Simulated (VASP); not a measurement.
These are PBEsol GGA, VASP's PBE PAW potentials (set 64) (plane waves; VASP 6.6.1) values and carry that method's errors.

VASP ran on this input.

File KPOINTS:
```
Automatic mesh
0
Gamma
7 7 11
0 0 0
```

INCAR:
```
SYSTEM = MnO2
PREC = Accurate
ENCUT = 520
EDIFF = 1E-7
NELM = 100
ALGO = Normal
LREAL = .FALSE.
LASPH = .TRUE.
ISMEAR = 1
SIGMA = 0.1
GGA = PS
LMAXMIX = 4
ISPIN = 2
MAGMOM = 2.4 -2.4 -0.0 0.0 0.0 -0.0
LORBIT = 10
LWAVE = .FALSE.
LCHARG = .FALSE.
ISIF = 4
IBRION = 2
NSW = 30
EDIFFG = -0.01
```

**POSCAR**
```
MnO2
1
    4.2838957829     0.0000000000     0.0000000000
    0.0000000000     4.2838957829     0.0000000000
    0.0000000000     0.0000000000     2.7758809013
Mn O
2 4
Direct
  0.0000000000   1.0000000000   0.0000000000
  0.5000000000   0.5000000000   0.5000000000
  0.3034927808   0.3034927808   0.0000000000
  0.8034927808   0.1965072192   0.5000000000
  0.1965072192   0.8034927808   0.5000000000
  0.6965072192   0.6965072192   0.0000000000
```

POTCAR, in this order: Mn_pv O (PBE.64 set). Program: vasp_std.

Task: Predict the energy per atom (σ→0), cell moment, band gap (on the k-mesh).

Result: 
- energy per atom (σ→0) = -8.404 eV/atom
- cell moment = 0.00 μB
- band gap (on the k-mesh) = none (metal, semimetal or under 0.01 eV)

File OSZICAR:
```
...
DAV:   1    -0.504253814399E+02   -0.34432E-03   -0.16870E-02  7200   0.104E+00    0.139E-01
DAV:   2    -0.504252044254E+02    0.17701E-03   -0.53777E-04  7662   0.275E-01    0.921E-02
DAV:   3    -0.504251657810E+02    0.38644E-04   -0.24494E-04  9408   0.212E-01    0.602E-02
DAV:   4    -0.504251353177E+02    0.30463E-04   -0.83911E-05  9430   0.108E-01    0.240E-02
DAV:   5    -0.504251353415E+02   -0.23792E-07   -0.82941E-06  7614   0.305E-02    0.114E-02
DAV:   6    -0.504251351400E+02    0.20149E-06   -0.11188E-06  8966   0.917E-03    0.536E-03
DAV:   7    -0.504251351423E+02   -0.23010E-08   -0.19320E-07  5046   0.488E-03
   4 F= -.50425135E+02 E0= -.50425056E+02  d E =-.980254E-04  mag=    -0.0000
```

The compound is MnO2 in the rutile structure. This cell is one point of a volume scan, at 0.94 of the reference volume. Symmetry was kept, so distortions that lower it aren't found.
